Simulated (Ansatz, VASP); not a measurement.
# TaInSe3: VASP beside Ansatz, part 2 of 2

Aim: how closely do two programs agree when they are given the same cell, functional and k mesh? The cell is generated by rule, not measured, and may not be a known phase. The cell is taken from a series of runs on this material, whose earlier steps may have relaxed, scaled, displaced or heated it; both programs get it as it stands.

VASP 6.6.1 and Ansatz 0.2.0.

So far: The structure; VASP: relaxation of cell and atoms, PBEsol, pair 1; Ansatz: relaxation of cell and atoms, PBEsol, pair 1; Comparison.

The structure was built from a prototype and need not be the compound's stable phase.

### 5. Ansatz: relaxation of cell and atoms, PBEsol, pair 2

Level of this step: Ansatz beside VASP: Kohn-Sham DFT, plane waves, PBEsol (Ansatz).

The relaxed volume is the usual yardstick between codes: in a stiff, nearly cubic crystal its relative difference is about their pressure difference at one cell divided by the bulk modulus.

The cell is taken from a series of runs on this material, whose earlier steps may have relaxed, scaled, displaced or heated it; both programs get it as it stands.

File input.yaml:

```yaml
crystal:
  lattice:
    - [5.019252156, 0.0, 0.0]
    - [0.0, 5.019252156, 0.0]
    - [0.0, 0.0, 5.019252156]
  atoms:
    - { symbol: In, position: [0.0, 0.0637545176, 0.0] }
    - { symbol: Ta, position: [0.5, 0.4916331477, 0.5] }
    - { symbol: Se, position: [0.5, 0.471778262, 0.0] }
    - { symbol: Se, position: [0.5, -0.0170797417, 0.5] }
    - { symbol: Se, position: [0.0, 0.471778262, 0.5] }
kpoints:
  mp_grid: { grid: [6, 6, 6] }
hamiltonian:
  xc: pbesol
scf:
  occupations: { method: methfessel_paxton, width: 0.15 }
output:
  forces: true
  stress: true
  eigenvalues: true
  write_density: true
  write_potential: true
  elf: true
  volumetric_format: npy
relax:
  adjacent_minimum: "off"
  f_tol: 0.002
  max_steps: 120
  cell: { stress_tol: 0.03 }
```

Run with:

```bash
ansatz run input.yaml --threads 8 --pin off --max-ram 14336MiB --backend cpu --events-out ev --progress --plain --runs-dir out
```

Numbers of over 12 decimals in the logs are rounded to 6 here.

The program printed:

```text
[...]
Crystal: 5 atoms, lattice volume = 126.449 Å³
Basis set: ecut = 420 eV, 2517 PW (Γ), exchange–correlation on 72×72×72 points (8 copies of the dense FFT grid, shifted against one another)
Bands: 45, of which v1, the nominal top of the filled ones, is band 37 counted from 1 (36 counted from 0)
Symmetry: 8 space group operations
[...]
k-points: 40 of 216 (time reversal used)
[...]
cell:  # Å, volume = 127.2056 Å³
    - [5.032528, 0, 0.0]
    - [0, 5.022660, 0.0]
    - [0.0, 0.0, 5.032528]
  atoms:
    - { symbol: In, position: [0, 0.062163, 0.0] }
    - { symbol: Ta, position: [0.500000, 0.490998, 0.500000] }
    - { symbol: Se, position: [0.500000, 0.472909, 0.0] }
    - { symbol: Se, position: [0.500000, -0.017114, 0.500000] }
    - { symbol: Se, position: [0, 0.472909, 0.500000] }
[key lines of the parts left out:]
SCF converged after 5 iterations
Free energy (F): -31606.301551 eV
Fermi energy:    9.001454 eV
P = ⅓ Tr σ = 0.0002 GPa (0.002 kbar)
```

### 6. VASP: relaxation of cell and atoms, PBEsol, pair 2

The same cell, functional, mesh and smearing now go to VASP, with its own data sets.

File INCAR:

```
SYSTEM = TaInSe3
PREC = Accurate
ENCUT = 500
EDIFF = 1E-07
NELM = 120
ISMEAR = 1
SIGMA = 0.15
LREAL = .FALSE.
ALGO = Normal
GGA = PS
NBANDS = 27
LASPH = .TRUE.
LORBIT = 11
LWAVE = .FALSE.
LCHARG = .FALSE.
ISIF = 3
IBRION = 2
NSW = 80
EDIFFG = -0.005
GGA_COMPAT = .FALSE.
NELMIN = 4
KPAR = 2
```

File POSCAR:

```
TaInSe3
1.0
    5.0192520000      0.0000000000      0.0000000000
    0.0000000000      5.0192520000      0.0000000000
    0.0000000000      0.0000000000      5.0192520000
In Ta Se
1 1 3
Direct
    0.0000000000      0.0637545196      0.0000000000
    0.5000000000      0.4916332155      0.5000000000
    0.5000000000      0.4717782650      0.0000000000
    0.5000000000      0.9829201642      0.5000000000
    0.0000000000      0.4717782650      0.5000000000
```

File KPOINTS:

```
Automatic mesh
0
Gamma
6 6 6
0 0 0
```

PAW data sets: In_d, Ta_pv and Se (PBE family, release 64).

Run with:

```bash
mpirun -np 2 vasp_std
```

The program printed:

```text
[banner, memory and clock lines left out]
running    2 mpi-ranks, on    1 nodes
[...]
[... a notice as in an earlier step ...]

 LDA part: xc-table for (Slater+PW92), standard interpolation
 POSCAR, INCAR and KPOINTS ok, starting setup
[...]
entering main loop
       N       E                     dE             d eps       ncg     rms          rms(c)
DAV:   1     0.353926486082E+03    0.35393E+03   -0.18738E+04  2192   0.154E+03
DAV:   2     0.883060438257E+01   -0.34510E+03   -0.33500E+03  2274   0.377E+02
DAV:   3    -0.293172732557E+02   -0.38148E+02   -0.37149E+02  2812   0.121E+02
DAV:   4    -0.308682878496E+02   -0.15510E+01   -0.15432E+01  2571   0.242E+01
[...]
DAV:  13    -0.288388637694E+02    0.11543E-05   -0.79844E-06  2920   0.202E-02    0.756E-03
DAV:  14    -0.288388636701E+02    0.99297E-07   -0.17483E-06  2596   0.941E-03    0.173E-03
DAV:  15    -0.288388637344E+02   -0.64281E-07   -0.19101E-07  2002   0.306E-03
   1 F= -.28838864E+02 E0= -.28840766E+02  d E =-.288389E+02
[... from here on, the cycles between the ionic steps are left out ...]
   2 F= -.28839753E+02 E0= -.28841633E+02  d E =-.889445E-03
   3 F= -.28841142E+02 E0= -.28843029E+02  d E =-.227791E-02
   4 F= -.28841141E+02 E0= -.28843028E+02  d E =-.227702E-02
   5 F= -.28841178E+02 E0= -.28843052E+02  d E =-.368457E-04
 trial-energy change:   -0.000037  1 .order   -0.000037   -0.000066   -0.000007
 step:   1.0231(harm=  1.0231)  dis= 0.00038  next Energy=   -28.841178 (dE=-0.372E-04)
 reached required accuracy - stopping structural energy minimisation
```

Parts of OUTCAR (step 6):

```text
  Total       -0.0067125     -0.0176024     -0.0067125      0.0000000      0.0000000      0.0000000
  in kB       -0.0843239     -0.2211265     -0.0843239      0.0000000      0.0000000      0.0000000
  external PRESSURE =      -0.1299247 kB  Pullay stress =       0.0000000 kB

 POSITION                                       TOTAL-FORCE (eV/Angst)
 -----------------------------------------------------------------------------------
      0.00000      0.31986      0.00000        -0.000000     -0.002014     -0.000000
      2.51832      2.47216      2.51832        -0.000000     -0.001537     -0.000000
      2.51832      2.37237      0.00000        -0.000000      0.001586      0.000000
      2.51832      4.94099      2.51832        -0.000000      0.000378      0.000000
     -0.00000      2.37237      2.51832         0.000000      0.001586      0.000000
 -----------------------------------------------------------------------------------
    total drift:                               -0.000000     -0.000616      0.000001

  FREE ENERGIE OF THE ION-ELECTRON SYSTEM (eV)
  ---------------------------------------------------
  free  energy   TOTEN  =       -28.8411776026 eV

  energy  without entropy=      -28.8468012924  energy(sigma->0) =      -28.84305217

[... 1 part as in an earlier step ...]

[... 3 further parts left out ...]
[key lines of the parts left out:]
E-fermi :   3.8489
```

The run keeps the 8 symmetry operations of its start, so it cannot find a distortion of lower symmetry.

### 7. Differences

What differs besides the data sets and the points named for the pairs above, as far as they apply: the data sets hold 74 valence electrons in Ansatz (on its default PAW (the set named soft_2) files) and 42 in VASP. Total energies have different zeros and are not compared.

Both answers:

| quantity | Ansatz | VASP | difference |
| --- | --- | --- | --- |
| volume (Å³) | 127.21 | 127.54 | -0.26 % |
| edge a after relaxation, in the typed setting (Å) | 5.032 | 5.037 | -0.08 % |
| edge b after relaxation, in the typed setting (Å) | 5.023 | 5.028 | -0.10 % |

### 8. Ansatz: relaxation of cell and atoms, PBEsol, pair 3

The relaxed volume is the usual yardstick between codes: in a stiff, nearly cubic crystal its relative difference is about their pressure difference at one cell divided by the bulk modulus.

The cell is taken from a series of runs on this material, whose earlier steps may have relaxed, scaled, displaced or heated it; both programs get it as it stands.

input.yaml, the sections that differ from step 5:

```yaml
crystal:
  lattice:
    - [5.019252156, 0.0, 0.0]
    - [0.0, 5.019252156, 0.0]
    - [0.0, 0.0, 5.019252156]
  atoms:
    - { symbol: In, position: [0.0, -0.0450812517, -0.0450812517] }
    - { symbol: Ta, position: [0.5, 0.505916258, 0.505916258] }
    - { symbol: Se, position: [0.5, 0.5199557823, 0.0120772012] }
    - { symbol: Se, position: [0.5, 0.0120772012, 0.5199557823] }
    - { symbol: Se, position: [0.0, 0.5199557823, 0.5199557823] }
output:
  forces: true
  stress: true
  eigenvalues: true
# kpoints, hamiltonian, scf, relax: as in step 5
```

Run with:

```bash
ansatz run input.yaml --threads 8 --pin off --max-ram 14336MiB --backend cpu --events-out ev --progress --plain --runs-dir out
```

The program printed:

```text
[...]
Crystal: 5 atoms, lattice volume = 126.449 Å³
Basis set: ecut = 420 eV, 2517 PW (Γ), exchange–correlation on 72×72×72 points (8 copies of the dense FFT grid, shifted against one another)
Bands: 45, of which v1, the nominal top of the filled ones, is band 37 counted from 1 (36 counted from 0)
Symmetry: 4 space group operations
[...]
k-points: 52 of 216 (time reversal used)
[...]
cell:  # Å, volume = 127.2176 Å³
    - [5.031023, 0, 0]
    - [0, 5.028618, 0.019090]
    - [0, 0.019090, 5.028618]
  atoms:
    - { symbol: In, position: [0, -0.044828, -0.044828] }
    - { symbol: Ta, position: [0.500000, 0.508046, 0.508046] }
    - { symbol: Se, position: [0.500000, 0.520606, 0.012625] }
    - { symbol: Se, position: [0.500000, 0.012625, 0.520606] }
    - { symbol: Se, position: [0, 0.516374, 0.516374] }
[key lines of the parts left out:]
SCF converged after 7 iterations
Free energy (F): -31606.302305 eV
Fermi energy:    8.997719 eV
P = ⅓ Tr σ = -0.0027 GPa (-0.027 kbar)
```

### 9. VASP: relaxation of cell and atoms, PBEsol, pair 3

The same cell, functional, mesh and smearing now go to VASP, with its own data sets.

INCAR is that of step 6.

File POSCAR:

```
TaInSe3
1.0
    5.0192520000      0.0000000000      0.0000000000
    0.0000000000      5.0192520000      0.0000000000
    0.0000000000      0.0000000000      5.0192520000
In Ta Se
1 1 3
Direct
    0.0000000000      0.9549187807      0.9549187807
    0.5000000000      0.5059162202      0.5059162202
    0.5000000000      0.5199557623      0.0120772976
    0.5000000000      0.0120772976      0.5199557623
    0.0000000000      0.5199557623      0.5199557623
```

KPOINTS is that of step 6.

Run with:

```bash
mpirun -np 2 vasp_std
```

The program printed:

```text
[... set-up lines as in an earlier step ...]
 entering main loop
       N       E                     dE             d eps       ncg     rms          rms(c)
DAV:   1     0.348892475108E+03    0.34889E+03   -0.18618E+04  2856   0.153E+03
DAV:   2     0.792663570897E+01   -0.34097E+03   -0.33181E+03  2978   0.378E+02
DAV:   3    -0.292413382697E+02   -0.37168E+02   -0.35672E+02  3628   0.118E+02
DAV:   4    -0.308642586985E+02   -0.16229E+01   -0.16136E+01  3402   0.244E+01
[...]
DAV:  13    -0.288382075031E+02    0.91592E-06   -0.66227E-06  3550   0.181E-02    0.742E-03
DAV:  14    -0.288382073586E+02    0.14446E-06   -0.16937E-06  3303   0.881E-03    0.167E-03
DAV:  15    -0.288382073957E+02   -0.37075E-07   -0.18482E-07  2495   0.256E-03
   1 F= -.28838207E+02 E0= -.28840187E+02  d E =-.288382E+02
[... from here on, the cycles between the ionic steps are left out ...]
   2 F= -.28839606E+02 E0= -.28841612E+02  d E =-.139830E-02
   3 F= -.28840898E+02 E0= -.28842891E+02  d E =-.269030E-02
   4 F= -.28841289E+02 E0= -.28843281E+02  d E =-.390807E-03
   5 F= -.28841583E+02 E0= -.28843573E+02  d E =-.684977E-03
   6 F= -.28841588E+02 E0= -.28843579E+02  d E =-.690341E-03
   7 F= -.28841649E+02 E0= -.28843640E+02  d E =-.605062E-04
   8 F= -.28841699E+02 E0= -.28843693E+02  d E =-.110659E-03
   9 F= -.28841737E+02 E0= -.28843730E+02  d E =-.382297E-04
  10 F= -.28841825E+02 E0= -.28843816E+02  d E =-.126595E-03
  11 F= -.28841883E+02 E0= -.28843870E+02  d E =-.183927E-03
  12 F= -.28841884E+02 E0= -.28843872E+02  d E =-.185550E-03
  13 F= -.28841888E+02 E0= -.28843878E+02  d E =-.385506E-05
  14 F= -.28841894E+02 E0= -.28843883E+02  d E =-.939215E-05
[...]
reached required accuracy - stopping structural energy minimisation
```

From OUTCAR (step 9):

```text
  Total       -0.0096593      0.0027338      0.0027338     -0.0000000     -0.0002686      0.0000000
  in kB       -0.1213880      0.0343551      0.0343551     -0.0000000     -0.0033749      0.0000000
  external PRESSURE =      -0.0175592 kB  Pullay stress =       0.0000000 kB

 POSITION                                       TOTAL-FORCE (eV/Angst)
 -----------------------------------------------------------------------------------
      0.00000      4.82447      4.82447        -0.000000     -0.002194     -0.002194
      2.51763      2.56527      2.56527        -0.000000     -0.000647     -0.000647
      2.51763      2.62076      0.07347         0.000000      0.000429      0.002204
      2.51763      0.07347      2.62076         0.000000      0.002204      0.000429
      0.00000      2.60970      2.60970         0.000000      0.000208      0.000208
 -----------------------------------------------------------------------------------
    total drift:                               -0.000000     -0.000344     -0.000344

  FREE ENERGIE OF THE ION-ELECTRON SYSTEM (eV)
  ---------------------------------------------------
  free  energy   TOTEN  =       -28.8418936356 eV

  energy  without entropy=      -28.8478604494  energy(sigma->0) =      -28.84388257

[... 1 part as in an earlier step ...]

[... 3 further parts left out ...]
[key lines of the parts left out:]
E-fermi :   3.8522
```

The run keeps the 4 symmetry operations of its start, so it cannot find a distortion of lower symmetry.

### 10. Differences

What differs besides the data sets and the points named for the pairs above, as far as they apply: the data sets hold 74 valence electrons in Ansatz (on its default PAW (the set named soft_2) files) and 42 in VASP. Total energies have different zeros and are not compared.

The two programs side by side:

| quantity | Ansatz | VASP | difference |
| --- | --- | --- | --- |
| volume (Å³) | 127.22 | 127.49 | -0.21 % |
| edge a after relaxation, in the typed setting (Å) | 5.031 | 5.035 | -0.09 % |
| edge b after relaxation, in the typed setting (Å) | 5.029 | 5.032 | -0.06 % |

### 11. Results

- difference in volume (relaxation of cell and atoms, PBEsol, pair 1): -0.22 %
- difference in volume (relaxation of cell and atoms, PBEsol, pair 2): -0.26 %
- difference in volume (relaxation of cell and atoms, PBEsol, pair 3): -0.21 %

**Reading.** The difference in volume is -0.26 % (relaxation of cell and atoms, PBEsol, pair 2), within the 1.2 % picked in this series as the mark of a large difference, as far as the stopping tolerances let one tell. The data sets hold unlike numbers of valence electrons (74 in Ansatz and 42 in VASP), so part of the differences comes from the potentials. 3 further runs of this series are not shown here. Such differences can come from data sets, numerical settings and the points named under the comparisons, not from the functional's error against experiment.

[Lines on the potential files, build, host, timing and source positions are cut from VASP's logs without a mark.]

[Logs are printed without paths, hosts, clocks, repeated set-up lines and the standing remarks that a program may print on its own settings, such as how far it seeks lower states.]

[Hosts, paths, dates, database ids (printed as entryN), source tags and the programs' standing remarks are cut or masked in the printed files.]
